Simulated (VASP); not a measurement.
The system is SnTe.

```
Sn Te
1.0
     0.00000    3.15085    3.15085
     3.15085    0.00000    3.15085
     3.15085    3.15085    0.00000
Sn Te
1 1
Direct
  0.00000 0.00000 0.00000
  0.50000 0.50000 0.50000
```

```yaml
Program: VASP 6.6.1
Task: relaxation of cell and atoms
Functional: LDA
Potentials_or_basis: VASP PAW LDA potentials, release 64 (Sn_d, Te)
Cutoff: 600 eV
k_mesh: 10 × 10 × 10
Occupations: gaussian, width 0.03 eV
Spin: no spin polarisation
```

At the start: pressure -1.5 GPa; volume 31.28 Å³/atom.

Task: How do energy, volume and symmetry change on relaxing?

Result: Over 3 steps the energy falls by 4.2 meV/atom and the volume is 30.36 Å³/atom (-2.9 %); space group Fm-3m (No. 225, to 0.05 Å).

Step by step:
| step | energy change (eV) | largest force (eV/Å) | pressure (GPa) | volume (Å³) |
| --- | --- | --- | --- | --- |
| 1 | 0.0000 | 0.0000 | -1.45 | 62.56 |
| 2 | -0.0073 | 0.0000 | 0.58 | 60.03 |
| 3 | -0.0085 | 0.0000 | 0.00 | 60.72 |

Final structure:
```
Sn Te
1.0
     0.00000    3.11957    3.11957
     3.11957    0.00000    3.11957
     3.11957    3.11957    0.00000
Sn Te
1 1
Direct
  0.00000 0.00000 0.00000
  0.50000 0.50000 0.50000
```
